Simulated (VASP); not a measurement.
All values below come from PBE GGA, VASP's PBE PAW potentials (set 64) (plane waves; VASP).

A VASP calculation is set up with these files.

**POSCAR**
```
Ni3Fe
1
    3.5435034014     0.0000000000     0.0000000000
    0.0000000000     3.5435034014     0.0000000000
    0.0000000000     0.0000000000     3.5435034014
Fe Ni
1 3
Direct
  0.0000000000   0.0000000000   0.0000000000
  0.0000000000   0.5000000000   0.5000000000
  0.5000000000   0.0000000000   0.5000000000
  0.5000000000   0.5000000000   0.0000000000
```

### KPOINTS
```
Automatic mesh
0
Gamma
12 12 12
0 0 0
```

### INCAR
```
LMAXMIX = 4   ! l cut-off of mixed one-centre charges
EDIFF = 1E-5
LCHARG = .False.
ISMEAR = 1   ! Methfessel-Paxton
LWAVE = .False.
MAGMOM = 3.0 0.7 0.7 0.7
LREAL = .False.
ISPIN = 2
NELM = 100
SYSTEM = Ni3Fe
PREC = Normal
ENCUT = 400
NSW = 20   ! most ionic steps
IBRION = 2
ALGO = Fast   ! Davidson, then RMM-DIIS
EDIFFG = -0.03   ! ionic stop
GGA = PE   ! PBE
SIGMA = 0.1   ! width (eV)
LORBIT = 10
LASPH = .True.   ! aspherical one-centre terms
ISIF = 2
NELMIN = 4
```

POTCAR, in this order: Fe Ni (PBE.64 set). Program: vasp_std.

The run wrote:

**OUTCAR**
```
 ion  position               nearest neighbor table
   1  0.000  0.000  0.000-   2 2.51   3 2.51   4 2.51   2 2.51   3 2.51   2 2.51   4 2.51   2 2.51
                             3 2.51   4 2.51   3 2.51   4 2.51
   2  0.000  0.500  0.500-   1 2.51   3 2.51   4 2.51   1 2.51   4 2.51   1 2.51   3 2.51   1 2.51
                             3 2.51   4 2.51   4 2.51   3 2.51
   3  0.500  0.000  0.500-   1 2.51   2 2.51   4 2.51   1 2.51   4 2.51   2 2.51   4 2.51   4 2.51
                             1 2.51   2 2.51   1 2.51   2 2.51
   4  0.500  0.500  0.000-   1 2.51   2 2.51   3 2.51   2 2.51   3 2.51   1 2.51   3 2.51   3 2.51
                             1 2.51   2 2.51   2 2.51   1 2.51
  LATTYP: Found a simple cubic cell.
 ALAT       =     3.5435034014
 Subroutine PRICEL returns:
 Original cell was already a primitive cell.
 Subroutine GETGRP returns: Found 48 space group operations
The static configuration has the point symmetry O_h .
The dynamic configuration has the point symmetry O_h .
The overall configuration has the point symmetry O_h .
 Subroutine INISYM returns: Found 48 space group operations
 Subroutine IBZKPT returns following result:
 Found     84 irreducible k-points:

 Following reciprocal coordinates:
            Coordinates               Weight
  0.000000  0.000000  0.000000      1.000000
  0.083333  0.000000  0.000000      6.000000
  0.166667  0.000000  0.000000      6.000000
  0.250000  0.000000  0.000000      6.000000
  0.333333  0.000000  0.000000      6.000000
  0.416667  0.000000  0.000000      6.000000
  0.500000  0.000000  0.000000      3.000000
  0.083333  0.083333  0.000000     12.000000
  0.166667  0.083333  0.000000     24.000000
  0.250000  0.083333  0.000000     24.000000
  0.333333  0.083333  0.000000     24.000000
  0.416667  0.083333  0.000000     24.000000
  0.500000  0.083333  0.000000     12.000000
  0.166667  0.166667  0.000000     12.000000
  0.250000  0.166667  0.000000     24.000000
  0.333333  0.166667  0.000000     24.000000
  0.416667  0.166667  0.000000     24.000000
  0.500000  0.166667  0.000000     12.000000
  0.250000  0.250000  0.000000     12.000000
  0.333333  0.250000  0.000000     24.000000
  0.416667  0.250000  0.000000     24.000000
  0.500000  0.250000  0.000000     12.000000
  0.333333  0.333333  0.000000     12.000000
  0.416667  0.333333  0.000000     24.000000
  0.500000  0.333333  0.000000     12.000000
  0.416667  0.416667  0.000000     12.000000
  0.500000  0.416667  0.000000     12.000000
  0.500000  0.500000  0.000000      3.000000
  0.083333  0.083333  0.083333      8.000000
  0.166667  0.083333  0.083333     24.000000
  0.250000  0.083333  0.083333     24.000000
  0.333333  0.083333  0.083333     24.000000
  0.416667  0.083333  0.083333     24.000000
  0.500000  0.083333  0.083333     12.000000
  0.166667  0.166667  0.083333     24.000000
  0.250000  0.166667  0.083333     48.000000
  0.333333  0.166667  0.083333     48.000000
  0.416667  0.166667  0.083333     48.000000
  0.500000  0.166667  0.083333     24.000000
  0.250000  0.250000  0.083333     24.000000
   k-points           NKPTS =     84   k-points in BZ     NKDIM =     84   number of bands    NBANDS=     26
   number of dos      NEDOS =    301   number of ions     NIONS =      4
   total plane-waves  NPLWV =   5832
   dimension x,y,z NGX =    18 NGY =   18 NGZ =   18
   dimension x,y,z NGXF=    36 NGYF=   36 NGZF=   36
   ions per type =               1   3
   PREC   = normal    normal or accurate (medium, high low for compatibility)
   ISTART =      0    job   : 0-new  1-cont  2-samecut
   ICHARG =      2    charge: 1-file 2-atom 10-const
   ISPIN  =      2    spin polarized calculation?
   LNONCOLLINEAR =      F non collinear calculations
   LSORBIT =      F    spin-orbit coupling
...
```

OSZICAR:
```
       N       E                     dE             d eps       ncg     rms          rms(c)
DAV:   1     0.216713781156E+03    0.21671E+03   -0.14592E+04  9072   0.170E+03
DAV:   2    -0.172410643962E+02   -0.23395E+03   -0.22483E+03  8744   0.332E+02
DAV:   3    -0.290367504663E+02   -0.11796E+02   -0.11202E+02  9078   0.103E+02
DAV:   4    -0.291840394637E+02   -0.14729E+00   -0.14700E+00  9458   0.122E+01
DAV:   5    -0.291883622854E+02   -0.43228E-02   -0.43225E-02 11858   0.168E+00    0.206E+01
RMM:   6    -0.263677286653E+02    0.28206E+01   -0.36315E+01  8736   0.727E+01    0.203E+01
RMM:   7    -0.289344016349E+02   -0.25667E+01   -0.64031E+00  8736   0.234E+01    0.263E+01
RMM:   8    -0.249511451777E+02    0.39833E+01   -0.31768E+00  8736   0.218E+01    0.534E+00
RMM:   9    -0.250169333808E+02   -0.65788E-01   -0.13899E-01  8738   0.356E+00    0.321E+00
RMM:  10    -0.250131134514E+02    0.38199E-02   -0.94873E-02  8763   0.223E+00    0.154E+00
RMM:  11    -0.250027508672E+02    0.10363E-01   -0.25520E-02  8920   0.949E-01    0.796E-01
RMM:  12    -0.250047060059E+02   -0.19551E-02   -0.35509E-03  9159   0.500E-01    0.267E-01
RMM:  13    -0.250048020244E+02   -0.96019E-04   -0.77525E-04  9254   0.174E-01    0.981E-02
RMM:  14    -0.250047929038E+02    0.91206E-05   -0.27808E-04  8792   0.149E-01    0.152E-01
RMM:  15    -0.250047762492E+02    0.16655E-04   -0.94252E-05  8223   0.104E-01    0.398E-02
RMM:  16    -0.250047799621E+02   -0.37130E-05   -0.35405E-05  6113   0.391E-02
   1 F= -.25004780E+02 E0= -.25004475E+02  d E =-.250048E+02  mag=     4.7885
```

File OUTCAR:
```
------------------------ aborting loop because EDIFF is reached ----------------------------------------
  FORCE on cell =-STRESS in cart. coord.  units (eV):
  Direction    XX          YY          ZZ          XY          YZ          ZX
  --------------------------------------------------------------------------------------
  Total       -0.1885450     -0.1885450     -0.1885450      0.0000000      0.0000000     -0.0000000
  in kB       -6.7893318     -6.7893318     -6.7893318      0.0000000      0.0000000     -0.0000000
  external PRESSURE =      -6.7893318 kB  Pullay stress =       0.0000000 kB
  volume of cell :       44.49
      direct lattice vectors                 reciprocal lattice vectors
     3.543503401  0.000000000  0.000000000     0.282206587  0.000000000  0.000000000
     0.000000000  3.543503401  0.000000000     0.000000000  0.282206587  0.000000000
     0.000000000  0.000000000  3.543503401     0.000000000  0.000000000  0.282206587
 POSITION                                       TOTAL-FORCE (eV/Angst)
 -----------------------------------------------------------------------------------
      0.00000      0.00000      0.00000         0.000000      0.000000      0.000000
      0.00000      1.77175      1.77175         0.000000      0.000000      0.000000
      1.77175      0.00000      1.77175         0.000000      0.000000      0.000000
      1.77175      1.77175      0.00000         0.000000      0.000000      0.000000
 -----------------------------------------------------------------------------------
    total drift:                                0.000000      0.000000      0.000000
  FREE ENERGIE OF THE ION-ELECTRON SYSTEM (eV)
  ---------------------------------------------------
  free  energy   TOTEN  =       -25.0047799621 eV

  energy  without entropy=      -25.0038656146  energy(sigma->0) =      -25.00447518

 total charge

# of ion       s       p       d       tot
------------------------------------------
    1        0.474   0.504   6.109   7.087
    2        0.504   0.511   8.320   9.335
    3        0.504   0.511   8.320   9.335
    4        0.504   0.511   8.320   9.335
--------------------------------------------------
tot          1.987   2.037  31.069  35.093

 magnetization (x)

# of ion       s       p       d       tot
------------------------------------------
    1        0.012   0.002   2.893   2.907
    2       -0.015  -0.042   0.693   0.636
    3       -0.015  -0.042   0.693   0.636
    4       -0.015  -0.042   0.693   0.636
--------------------------------------------------
tot         -0.034  -0.125   4.973   4.814

 reached required accuracy - stopping structural energy minimisation
```
(Selected blocks of OUTCAR.)

The compound is Ni3Fe in the L1_2 structure. It was relaxed first.
